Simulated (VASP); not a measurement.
These are PBEsol GGA, VASP's PBE PAW potentials (set 64) (plane waves; VASP) values and carry that method's errors.

A VASP calculation is set up with these files.

### INCAR
```
SYSTEM = FeAl
PREC = Accurate
ENCUT = 480
EDIFF = 1E-6
NELM = 100
ALGO = Normal
LREAL = .FALSE.
LASPH = .TRUE.
ISMEAR = 1
SIGMA = 0.1
GGA = PS
LMAXMIX = 4
LWAVE = .FALSE.
LCHARG = .FALSE.
IBRION = 2
ISIF = 3
NSW = 60
EDIFFG = -0.01
```

POSCAR:
```
FeAl
1.0
  2.9100000000   0.0000000000   0.0000000000
  0.0000000000   2.9100000000   0.0000000000
  0.0000000000   0.0000000000   2.9100000000
Al Fe
1 1
Cart
  1.4550000000   1.4550000000   1.4550000000
  0.0000000000   0.0000000000   0.0000000000
```

KPOINTS:
```
Automatic
0
gamma
  11 11 11
0 0 0
```

POTCAR, in this order: Al Fe (PBE.64 set). Program: vasp_std.

Output of the run:

File OSZICAR:
```
       N       E                     dE             d eps       ncg     rms          rms(c)
DAV:   1     0.275023726160E+02    0.27502E+02   -0.47146E+03  1008   0.113E+03
DAV:   2    -0.147000492061E+02   -0.42202E+02   -0.40910E+02  1017   0.172E+02
DAV:   3    -0.157789093746E+02   -0.10789E+01   -0.10567E+01  1203   0.377E+01
DAV:   4    -0.158024838660E+02   -0.23574E-01   -0.23506E-01  1258   0.509E+00
DAV:   5    -0.158030364468E+02   -0.55258E-03   -0.55247E-03  1221   0.666E-01    0.142E+01
DAV:   6    -0.184304193031E+02   -0.26274E+01   -0.87163E+01  1147   0.143E+02    0.203E+01
DAV:   7    -0.136801547850E+02    0.47503E+01   -0.43874E+01  1121   0.890E+01    0.267E+00
DAV:   8    -0.136501033938E+02    0.30051E-01   -0.25320E-01  1110   0.585E+00    0.163E+00
DAV:   9    -0.136324870928E+02    0.17616E-01   -0.51960E-02  1181   0.338E+00    0.438E-01
DAV:  10    -0.136318158935E+02    0.67120E-03   -0.10491E-03  1201   0.401E-01    0.177E-01
DAV:  11    -0.136317836474E+02    0.32246E-04   -0.32647E-05  1137   0.547E-02    0.213E-02
DAV:  12    -0.136317810518E+02    0.25956E-05   -0.75147E-06  1172   0.336E-02    0.551E-03
DAV:  13    -0.136317808293E+02    0.22242E-06   -0.46121E-07   533   0.793E-03
   1 F= -.13631781E+02 E0= -.13631774E+02  d E =-.136318E+02
       N       E                     dE             d eps       ncg     rms          rms(c)
DAV:   1    -0.160534468084E+02   -0.24217E+01   -0.44292E+01  1057   0.127E+02    0.152E+01
DAV:   2    -0.172944054328E+02   -0.12410E+01   -0.73725E+01  1136   0.141E+02    0.163E+01
DAV:   3    -0.137149241574E+02    0.35795E+01   -0.34958E+01  1122   0.860E+01    0.313E+00
DAV:   4    -0.136633654398E+02    0.51559E-01   -0.27566E-01  1206   0.655E+00    0.196E+00
DAV:   5    -0.136393486834E+02    0.24017E-01   -0.72804E-02  1375   0.367E+00    0.511E-01
DAV:   6    -0.136388745776E+02    0.47411E-03   -0.15857E-03  1108   0.555E-01    0.150E-01
DAV:   7    -0.136388909567E+02   -0.16379E-04   -0.45131E-05  1332   0.703E-02    0.235E-02
DAV:   8    -0.136388889283E+02    0.20284E-05   -0.11428E-05  1153   0.521E-02    0.646E-03
DAV:   9    -0.136388889666E+02   -0.38334E-07   -0.38917E-07   528   0.882E-03
   2 F= -.13638889E+02 E0= -.13638870E+02  d E =-.710814E-02
       N       E                     dE             d eps       ncg     rms          rms(c)
DAV:   1    -0.142807129294E+02   -0.64182E+00   -0.10863E+01  1047   0.654E+01    0.700E+00
DAV:   2    -0.148575977102E+02   -0.57688E+00   -0.23008E+01  1253   0.744E+01    0.887E+00
DAV:   3    -0.137095513767E+02    0.11480E+01   -0.75914E+00  1209   0.450E+01    0.106E+00
DAV:   4    -0.137049416632E+02    0.46097E-02   -0.26360E-02  1039   0.171E+00    0.721E-01
DAV:   5    -0.137004405070E+02    0.45012E-02   -0.77962E-03  1347   0.896E-01    0.908E-02
DAV:   6    -0.137004676595E+02   -0.27153E-04   -0.90105E-05  1080   0.107E-01    0.313E-02
DAV:   7    -0.137004685504E+02   -0.89086E-06   -0.24717E-05  1247   0.840E-02    0.331E-03
DAV:   8    -0.137004685013E+02    0.49066E-07   -0.33204E-07   514   0.104E-02
   3 F= -.13700469E+02 E0= -.13700482E+02  d E =-.686877E-01
```

File OUTCAR:
```
------------------------ aborting loop because EDIFF is reached ----------------------------------------
  FORCE on cell =-STRESS in cart. coord.  units (eV):
  Direction    XX          YY          ZZ          XY          YZ          ZX
  --------------------------------------------------------------------------------------
  Total       -0.0193756     -0.0193756     -0.0193756      0.0000000     -0.0000000      0.0000000
  in kB       -1.3530350     -1.3530350     -1.3530350      0.0000000     -0.0000000      0.0000000
  external PRESSURE =      -1.3530350 kB  Pullay stress =       0.0000000 kB
  volume of cell :       22.94
      direct lattice vectors                 reciprocal lattice vectors
     2.841530268  0.000000000  0.000000000     0.351923050 -0.000000000 -0.000000000
     0.000000000  2.841530268  0.000000000    -0.000000000  0.351923050  0.000000000
     0.000000000 -0.000000000  2.841530268    -0.000000000 -0.000000000  0.351923050
 POSITION                                       TOTAL-FORCE (eV/Angst)
 -----------------------------------------------------------------------------------
      1.42077      1.42077      1.42077         0.000000      0.000000      0.000000
      0.00000      0.00000      0.00000        -0.000000     -0.000000      0.000000
 -----------------------------------------------------------------------------------
    total drift:                               -0.000000      0.000000      0.000000
  FREE ENERGIE OF THE ION-ELECTRON SYSTEM (eV)
  ---------------------------------------------------
  free  energy   TOTEN  =       -13.7004685013 eV

  energy  without entropy=      -13.7005081184  energy(sigma->0) =      -13.70048171

 reached required accuracy - stopping structural energy minimisation
```
(Selected blocks of OUTCAR.)

File CONTCAR:
```
FeAl
   1.00000000000000
     2.8415302682076753    0.0000000000000000    0.0000000000000000
     0.0000000000000000    2.8415302682076753    0.0000000000000000
     0.0000000000000000   -0.0000000000000000    2.8415302682076753
  Al              Fe
     1     1
Direct
     0.5000000000000000    0.5000000000000000    0.5000000000000000
     0.0000000000000000    0.0000000000000000    0.0000000000000000
```

Energy and stress use the plane-wave basis of the starting cell.

The compound is FeAl in the CsCl type structure. This run relaxes it. Symmetry was kept, so distortions that lower it aren't found. The run is not spin-polarised, so no magnetic state was tried. The electron count is odd and the run is not spin-polarised, which forces a metal.
